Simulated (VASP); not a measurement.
# Be2ZnO3 (Cmc2_1) in VASP: further runs

Runs on Be2ZnO3. Level: PBE. Tasks: relaxation of cell and atoms.

Everything below comes from runs of VASP 6.6.1. Logs are shortened: lines on timing, memory, paths and dates and some standing lists are left out, and cuts for length are marked.

**1. Starting point**

The structure is orthorhombic, space group Cmc2_1 (No. 36). The conventional cell has a = 8.736 Å, b = 5.016 Å, c = 4.633 Å, α = 90.00°, β = 90.00°, γ = 90.00°. Around Be (site symmetry 1) lie 4 O at 1.66 to 1.67 Å. Around Zn (site symmetry m) lie 4 O at 2.00 to 2.03 Å. Around O (site symmetry 1) lie 3 Be at 1.66 to 1.67 Å. Around O (site symmetry m) lie 2 Be at 1.67 Å.

The cell was built by a generator and needn't be a form met in nature.

**2. Relaxation of cell and atoms, PBE**

Contents of INCAR:

```
PREC = Accurate
ENCUT = 520
EDIFF = 1E-6
ISMEAR = 0
SIGMA = 0.03
LREAL = False
LASPH = True
NELM = 120
ALGO = Normal
ISIF = 3
LWAVE = False
LCHARG = False
GGA = PE
IBRION = 2
NSW = 90
EDIFFG = -0.01
KPAR = 4
```

Contents of KPOINTS:

```
regular mesh
0
Gamma
  6 6 6
```

Contents of POSCAR:

```
Be2ZnO3
1.0
    4.3680000000     -2.5080000000      0.0000000000
    4.3680000000      2.5080000000      0.0000000000
    0.0000000000      0.0000000000      4.6330000000
Be Zn O
4 2 6
Direct
    0.5137609100      0.8335376200      0.0057198400
    0.8335376200      0.5137609100      0.5057198400
    0.1664623800      0.4862390900      0.0057198400
    0.4862390900      0.1664623800      0.5057198400
    0.1792264800      0.8207735200      0.4941722400
    0.8207735200      0.1792264800      0.9941722400
    0.5491104300      0.8361917700      0.3648823700
    0.1638082300      0.4508895700      0.3648823700
    0.7820972900      0.2179027100      0.4294193800
    0.8361917700      0.5491104300      0.8648823700
    0.4508895700      0.1638082300      0.8648823700
    0.2179027100      0.7820972900      0.9294193800
```

Potentials or basis: VASP PAW PBE potentials, release 64 (Be, Zn, O).

Run with:

```bash
cat potpaw_PBE.64/Be/POTCAR potpaw_PBE.64/Zn/POTCAR potpaw_PBE.64/O/POTCAR > POTCAR
mpirun -np 4 vasp_std > vasp.out
```

OUTCAR:

```text
PREC = Accurate
   ENCUT = 520
   EDIFF = 1E-6
   ISMEAR = 0
   LREAL = False
   LASPH = True
   NELM = 120
   ISIF = 3
   GGA = PE
   IBRION = 2
   NSW = 90
   EDIFFG = -0.01

 ion  position               nearest neighbor table
   1  0.514  0.834  0.006-  11 1.66  10 1.66  12 1.67   7 1.67
   2  0.834  0.514  0.506-   8 1.66   7 1.66   9 1.67  10 1.67
   3  0.166  0.486  0.006-  10 1.66  11 1.66  12 1.67   8 1.67
   4  0.486  0.166  0.506-   7 1.66   8 1.66   9 1.67  11 1.67
   5  0.179  0.821  0.494-   7 2.00   8 2.00   9 2.01  12 2.03   6 2.93   6 2.93
   6  0.821  0.179  0.994-  10 2.00  11 2.00  12 2.01   9 2.03   5 2.93   5 2.93
   7  0.549  0.836  0.365-   4 1.66   2 1.66   1 1.67   5 2.00
   8  0.164  0.451  0.365-   2 1.66   4 1.66   3 1.67   5 2.00
   9  0.782  0.218  0.429-   2 1.67   4 1.67   5 2.01   6 2.03
  10  0.836  0.549  0.865-   3 1.66   1 1.66   2 1.67   6 2.00
  11  0.451  0.164  0.865-   1 1.66   3 1.66   4 1.67   6 2.00
  12  0.218  0.782  0.929-   1 1.67   3 1.67   6 2.01   5 2.03

  LATTYP: Found a base centered orthorhombic cell.
 ALAT       =     5.0160000000
 B/A-ratio  =     1.7416267943
 C/A-ratio  =     0.9236443381

  Lattice vectors:

 A1 = (  -4.3680000000,  -2.5080000000,   0.0000000000)
 A2 = (   4.3680000000,  -2.5080000000,   0.0000000000)
 A3 = (   0.0000000000,   0.0000000000,   4.6330000000)

Analysis of symmetry for initial positions (statically):
=====================================================================
 Subroutine PRICEL returns:
 Original cell was already a primitive cell.

 Routine SETGRP: Setting up the symmetry group for a
 base centered orthorhombic supercell.

 Subroutine GETGRP returns: Found  4 space group operations
 (whereof  2 operations were pure point group operations)
 out of a pool of  8 trial point group operations.

The static configuration has the point symmetry C_1h.
 The point group associated with its full space group is C_2v.

Analysis of symmetry for dynamics (positions and initial velocities):
=====================================================================
 Subroutine PRICEL returns:
 Original cell was already a primitive cell.

 Routine SETGRP: Setting up the symmetry group for a
 base centered orthorhombic supercell.

 Subroutine GETGRP returns: Found  4 space group operations
 (whereof  2 operations were pure point group operations)
 out of a pool of  8 trial point group operations.

The dynamic configuration has the point symmetry C_1h.
 The point group associated with its full space group is C_2v.

 Subroutine INISYM returns: Found  4 space group operations
 (whereof  2 operations are pure point group operations),
 and found     1 'primitive' translations

----------------------------------------------------------------------------------------

                                     Primitive cell

  volume of cell :     101.5085

  direct lattice vectors                    reciprocal lattice vectors
     4.368000000 -2.508000000  0.000000000     0.114468864 -0.199362041  0.000000000
     4.368000000  2.508000000  0.000000000     0.114468864  0.199362041  0.000000000
     0.000000000  0.000000000  4.633000000     0.000000000  0.000000000  0.215842866

  length of vectors
     5.036813278  5.036813278  4.633000000     0.229887678  0.229887678  0.215842866

  position of ions in fractional coordinates (direct lattice)
     0.513760910  0.833537620  0.005719840
     0.833537620  0.513760910  0.505719840
     0.166462380  0.486239090  0.005719840
     0.486239090  0.166462380  0.505719840
     0.179226480  0.820773520  0.494172240
     0.820773520  0.179226480  0.994172240
     0.549110430  0.836191770  0.364882370
     0.163808230  0.450889570  0.364882370
     0.782097290  0.217902710  0.429419380
     0.836191770  0.549110430  0.864882370
     0.450889570  0.163808230  0.864882370
     0.217902710  0.782097290  0.929419380

  ion indices of the primitive-cell ions
   primitive index   ion index
                 1           1
                 2           2
                 3           3
                 4           4
                 5           5
                 6           6
                 7           7
                 8           8
                 9           9
                10          10
                11          11
                12          12

----------------------------------------------------------------------------------------

 KPOINTS: regular mesh

Automatic generation of k-mesh.
 Grid dimensions read from file:
 generate k-points for:    6    6    6

 Generating k-lattice:

  Cartesian coordinates                     Fractional coordinates (reciprocal lattice)
     0.019078144 -0.033227007  0.000000000     0.166666667  0.000000000  0.000000000
     0.019078144  0.033227007  0.000000000     0.000000000  0.166666667  0.000000000
     0.000000000  0.000000000  0.035973811     0.000000000  0.000000000  0.166666667

  Length of vectors
     0.038314613  0.038314613  0.035973811

  Shift w.r.t. Gamma in fractional coordinates (k-lattice)
     0.000000000  0.000000000  0.000000000

 Subroutine IBZKPT returns following result:
 ===========================================

 Found     52 irreducible k-points:

 Following reciprocal coordinates:
            Coordinates               Weight
  0.000000  0.000000  0.000000      1.000000
  0.166667  0.000000  0.000000      4.000000
  0.333333  0.000000  0.000000      4.000000
  0.500000  0.000000  0.000000      2.000000
  0.166667  0.166667  0.000000      2.000000
  0.333333  0.166667  0.000000      4.000000
[... 16 lines left out ...]
  0.333333  0.333333  0.166667      4.000000
  0.500000  0.333333  0.166667      8.000000
 [... further k-points ...]
   k-points           NKPTS =     52   k-points in BZ     NKDIM =     52   number of bands    NBANDS=     41
   number of dos      NEDOS =    301   number of ions     NIONS =     12
   total plane-waves  NPLWV =  57600
   dimension x,y,z NGX =    40 NGY =   40 NGZ =   36
   dimension x,y,z NGXF=    80 NGYF=   80 NGZF=   72
   ions per type =               4   2   6
   NGX,Y,Z   is equivalent  to a cutoff of  13.20, 13.20, 12.92 a.u.
   NGXF,Y,Z  is equivalent  to a cutoff of  26.40, 26.40, 25.84 a.u.
 SYSTEM =  unknown system
   PREC   = accura    normal or accurate (medium, high low for compatibility)
   ISTART =      0    job   : 0-new  1-cont  2-samecut
   ICHARG =      2    charge: 1-file 2-atom 10-const
   ISPIN  =      1    spin polarized calculation?
   LNONCOLLINEAR =      F non collinear calculations
   LSORBIT =      F    spin-orbit coupling
   LASPH  =      T    aspherical Exc in radial PAW
   ENCUT  =  520.0 eV  38.22 Ry    6.18 a.u.   9.37  9.37  8.61*2*pi/ulx,y,z
   NELM   =    120;   NELMIN=  2; NELMDL= -5     # of ELM steps
   EDIFF  = 0.1E-05   stopping-criterion for ELM
   LREAL  =      F    real-space projection
   EDIFFG = -.1E-01   stopping-criterion for IOM
   NSW    =     90    number of steps for IOM
   IBRION =      2    ionic relax: 0-MD 1-quasi-New 2-CG
   NFREE  =      1    steps in history (QN), initial steepest desc. (CG)
   ISIF   =      3    stress and relaxation
   ISYM   =      2    0-nonsym 1-usesym 2-fastsym
   POTIM  = 0.5000    time-step for ionic-motion
   TEBEG  =    0.0;   TEEND  =   0.0 temperature during run
   PSTRESS=    0.0 pullay stress
   NELECT =      68.0000    total number of electrons
   NUPDOWN=      -1.0000    fix difference up-down
   EMIN   =  10.00;   EMAX   =-10.00  energy-range for DOS
   EFERMI =   0.00;   METHOD = LEGACY
   ISMEAR =     0;   SIGMA  =   0.03  broadening in eV -4-tet -1-fermi 0-gaus
   EFERMI_NEDOS =   21; number of points for ismear=-14 and -15
   IALGO  =     38    algorithm
   IMIX   =      4    mixing-type and parameters
     AMIX     =   0.40;   BMIX     =  1.00
     AMIX_MAG =   1.60;   BMIX_MAG =  1.00
  volume/ion in A,a.u.               =       8.46        57.08
  Fermi-wavevector in a.u.,A,eV,Ry     =   1.432442  2.706922 27.917651  2.051889
  Thomas-Fermi vector in A             =   2.552069
   LORBIT       =      0    0 simple, 1 ext, 2 COOP (PROOUT), +10 PAW based schemes
   GGA     = PE    functional components
   LHFCALC =     F    Hartree Fock is set to
   AEXX    =    0.0000 exact exchange contribution
   IVDW    =     0    specifies the selected vdW correction
   LEPSILON=     F    determine dielectric tensor
   LRPA    =     F    only Hartree local field effects (RPA)
 conjugate gradient relaxation of ions
 non-spin polarized calculation
 Gauss-broadening in eV      SIGMA  =   0.03
  energy-cutoff  :      520.00
  volume of cell :      101.51
 maximum number of plane-waves:      2769
 NGX is ok and might be reduce to    40
   NGX = 19   NGY = 19   NGZ = 17

--------------------------------------- Ionic step        1  -------------------------------------------

 number of electron      68.0000030 magnetization

 Free energy of the ion-electron system (eV)
  ---------------------------------------------------
  ext. energy  EPLUGINS =         0.00000000
  ---------------------------------------------------
  free energy    TOTEN  =       -74.45655939 eV

  energy without entropy =      -74.45655939  energy(sigma->0) =      -74.45655939

------------------------ aborting loop because EDIFF is reached ----------------------------------------

  FORCE on cell =-STRESS in cart. coord.  units (eV):
  Direction    XX          YY          ZZ          XY          YZ          ZX
  --------------------------------------------------------------------------------------
  -------------------------------------------------------------------------------------
  Total       -0.0390131      0.0701279      0.1486761      0.0000000      0.0000000      0.0000000
  in kB       -0.6157702      1.1068765      2.3466559      0.0000000      0.0000000      0.0000000
  external PRESSURE =       0.9459207 kB  Pullay stress =       0.0000000 kB
[... 215 lines left out ...]
  energy  without entropy=      -74.4574655113  energy(sigma->0) =      -74.45746551

--------------------------------------- Ionic step        6  -------------------------------------------

 number of electron      68.0000026 magnetization

 Free energy of the ion-electron system (eV)
  ---------------------------------------------------
  ext. energy  EPLUGINS =         0.00000000
  ---------------------------------------------------
  free energy    TOTEN  =       -74.45752912 eV

  energy without entropy =      -74.45752912  energy(sigma->0) =      -74.45752912

 E-fermi :   2.5981     XC(G=0): -11.2375

 val. band max:        2.3916797815   @ k =   0.1667   0.1667   0.5000
 cond. band min:       6.0978548865   @ k =   0.0000   0.0000   0.0000
 fundamental gap:      3.7061751050
 Fermi energy:         2.5980606882

 k-point     1 :       0.0000    0.0000    0.0000
  band No.  band energies     occupation
      1     -15.8269      2.00000
      2     -14.4363      2.00000
      3     -14.1971      2.00000
      4     -14.1685      2.00000
      5     -14.1608      2.00000
      6     -14.1401      2.00000
[... 1045 lines left out ...]
     40      12.3296      0.00000
     41      13.1342      0.00000

 [... further k-points ...]

------------------------ aborting loop because EDIFF is reached ----------------------------------------

  FORCE on cell =-STRESS in cart. coord.  units (eV):
  Direction    XX          YY          ZZ          XY          YZ          ZX
  --------------------------------------------------------------------------------------
  -------------------------------------------------------------------------------------
  Total       -0.0045988     -0.0276639      0.0303376      0.0000000      0.0000000      0.0000000
  in kB       -0.0725326     -0.4363217      0.4784915      0.0000000      0.0000000      0.0000000
  external PRESSURE =      -0.0101209 kB  Pullay stress =       0.0000000 kB
[... 27 lines left out ...]
  FREE ENERGIE OF THE ION-ELECTRON SYSTEM (eV)
  ---------------------------------------------------
  free  energy   TOTEN  =       -74.4575291153 eV

  energy  without entropy=      -74.4575291153  energy(sigma->0) =      -74.45752912

 reached required accuracy - stopping structural energy minimisation
```

Run time: 2.3 min. Hardware: 4 MPI ranks of AMD EPYC 9R45 (Zen 5), shared host; peak memory 0.33 GiB.

Results:

| Property | Result |
| --- | --- |
| Free energy | -74.4575 eV |
| Relaxed volume | 8.47 Å³/atom |
| Relaxed cell | a = 5.036 Å, b = 5.036 Å, c = 4.637 Å, α = 90.00°, β = 90.00°, γ = 59.77° |
| Space group after relaxing (to 0.05 Å) | Cmc2_1 (No. 36) |
| Energy gained by relaxing | 0.1 meV/atom |
| Ionic steps | 6 |
| Pressure after relaxing | 0.0 GPa |
| Largest force after relaxing | 0.004 eV/Å |
| Band gap on the k mesh | 3.71 eV, indirect (least direct gap 3.74 eV) |

Forces on the atoms (eV/Å):
```
Be   0.001  0.004  0.001
Be   0.001 -0.004  0.001
Be  -0.001  0.004  0.001
Be  -0.001 -0.004  0.001
Zn   0.000 -0.003  0.001
Zn   0.000  0.003  0.001
O    0.001 -0.003 -0.001
O   -0.001 -0.003 -0.001
O    0.000 -0.002 -0.002
O    0.001  0.003 -0.001
O   -0.001  0.003 -0.001
O    0.000  0.002 -0.002
```

The path:
```csv
step,energy change (eV),largest force (eV/Å),pressure (GPa),volume (Å³)
1,0.0000,0.0498,0.09,101.51
2,-0.0007,0.0271,0.01,101.58
3,-0.0007,0.0288,-0.01,101.61
4,-0.0008,0.0181,-0.02,101.61
5,-0.0009,0.0109,-0.03,101.62
6,-0.0010,0.0042,0.00,101.58
```

Final structure:
```yaml
crystal:
  lattice:
    - [4.36597, -2.50909, 0.00000]
    - [4.36597, 2.50909, 0.00000]
    - [0.00000, 0.00000, 4.63651]
  atoms:
    - { symbol: Be, position: [0.51407, 0.83367, 0.00502] }
    - { symbol: Be, position: [0.83367, 0.51407, 0.50502] }
    - { symbol: Be, position: [0.16633, 0.48593, 0.00502] }
    - { symbol: Be, position: [0.48593, 0.16633, 0.50502] }
    - { symbol: Zn, position: [0.17986, 0.82014, 0.49544] }
    - { symbol: Zn, position: [0.82014, 0.17986, 0.99544] }
    - { symbol: O, position: [0.54895, 0.83597, 0.36461] }
    - { symbol: O, position: [0.16403, 0.45105, 0.36461] }
    - { symbol: O, position: [0.78305, 0.21695, 0.43009] }
    - { symbol: O, position: [0.83597, 0.54895, 0.86461] }
    - { symbol: O, position: [0.45105, 0.16403, 0.86461] }
    - { symbol: O, position: [0.21695, 0.78305, 0.93009] }
```

A k mesh can miss the band edges. Expect the measured gap to be larger: semilocal functionals such as PBE lack the derivative discontinuity.

**3. Relaxation of cell and atoms, PBE**

INCAR, as its differences from that of step 2:

```diff
@@ -2,3 +2,3 @@
 ENCUT = 520
-EDIFF = 1E-6
+EDIFF = 1E-7
 ISMEAR = 0
@@ -14,4 +14,5 @@
 IBRION = 2
-NSW = 90
-EDIFFG = -0.01
+NSW = 60
+EDIFFG = -0.005
+POTIM = 0.3
 KPAR = 4
```

KPOINTS is that of step 2.

Contents of POSCAR:

```
Be2ZnO3                                 
1.0
    4.3659681034     -2.5090892424      0.0000000000
    4.3659681034      2.5090892424      0.0000000000
    0.0000000000      0.0000000000      4.6365113133
  Be              Zn              O             
     4     2     6
Direct
     0.5140697722816956    0.8336675091023028    0.0050242268546007
     0.8336675091023028    0.5140697722816956    0.5050242268546008
     0.1663324908976972    0.4859302277183045    0.0050242268546007
     0.4859302277183045    0.1663324908976972    0.5050242268546008
     0.1798612116885614    0.8201387883114387    0.4954426695457448
     0.8201387883114387    0.1798612116885614    0.9954426695457448
     0.5489537656922032    0.8359675860095280    0.3646053836816557
     0.1640324139904719    0.4510462343077968    0.3646053836816557
     0.7830514128968158    0.2169485871031842    0.4300941493817270
     0.8359675860095280    0.5489537656922032    0.8646053836816556
     0.4510462343077968    0.1640324139904719    0.8646053836816556
     0.2169485871031842    0.7830514128968158    0.9300941493817270
```

Potentials or basis: VASP PAW PBE potentials, release 64 (Be, Zn, O).

Run with:

```bash
cat potpaw_PBE.64/Be/POTCAR potpaw_PBE.64/Zn/POTCAR potpaw_PBE.64/O/POTCAR > POTCAR
mpirun -np 4 vasp_std > vasp.out
```

It took 61 s on 4 MPI ranks of AMD EPYC 9R45 (Zen 5), shared host; peak memory 0.32 GiB.

It converged, with:

| Property | Result |
| --- | --- |
| Free energy | -74.4576 eV |
| Pressure after relaxing | 0.0 GPa |
| Largest force after relaxing | 0.004 eV/Å |
| Band gap on the k mesh | 3.71 eV, indirect (least direct gap 3.74 eV) |

Forces in eV/Å, atoms in the order of the input:
```
Be   0.001  0.004  0.001
Be   0.001 -0.004  0.001
Be  -0.001  0.004  0.001
Be  -0.001 -0.004  0.001
Zn   0.000 -0.003  0.001
Zn   0.000  0.003  0.001
O    0.001 -0.003 -0.001
O   -0.001 -0.003 -0.001
O    0.000 -0.002 -0.002
O    0.001  0.003 -0.001
O   -0.001  0.003 -0.001
O    0.000  0.002 -0.002
```

Final structure:
```cif
data_structure
_symmetry_space_group_name_H-M 'P 1'
_symmetry_Int_Tables_number 1
_cell_length_a 5.0356
_cell_length_b 5.0356
_cell_length_c 4.6365
_cell_angle_alpha 90.000
_cell_angle_beta 90.000
_cell_angle_gamma 59.771
_cell_volume 101.58
loop_
_atom_site_label
_atom_site_type_symbol
_atom_site_fract_x
_atom_site_fract_y
_atom_site_fract_z
_atom_site_occupancy
Be1 Be 0.51407 0.83367 0.00502 1
Be2 Be 0.83367 0.51407 0.50502 1
Be3 Be 0.16633 0.48593 0.00502 1
Be4 Be 0.48593 0.16633 0.50502 1
Zn1 Zn 0.17986 0.82014 0.49544 1
Zn2 Zn 0.82014 0.17986 0.99544 1
O1 O 0.54895 0.83597 0.36461 1
O2 O 0.16403 0.45105 0.36461 1
O3 O 0.78305 0.21695 0.43009 1
O4 O 0.83597 0.54895 0.86461 1
O5 O 0.45105 0.16403 0.86461 1
O6 O 0.21695 0.78305 0.93009 1
```

Levels at points of the mesh, in eV from the valence-band top:
```tsv
k point	band 31	band 32	band 33	band 34	band 35	band 36	band 37	band 38
(0.00, 0.00, 0.00)	-0.58	-0.10	-0.07	-0.03	3.71	7.09	9.00	9.30
(0.50, 0.00, 0.00)	-0.81	-0.74	-0.65	-0.20	5.86	6.63	8.98	9.25
(0.50, 0.50, 0.00)	-0.73	-0.63	-0.40	-0.32	5.74	7.08	7.57	9.25
(0.00, 0.00, 0.50)	-0.42	-0.42	-0.07	-0.07	6.09	6.09	9.77	9.77
(0.50, 0.00, 0.50)	-0.71	-0.71	-0.20	-0.20	6.78	6.78	8.13	8.13
(0.50, 0.50, 0.50)	-0.80	-0.80	-0.26	-0.26	6.96	6.96	8.35	8.35
```

Caveat: the relaxation stopped at its first step, so nothing moved. A hybrid or GW would open this gap; PBE tends to underestimate it.
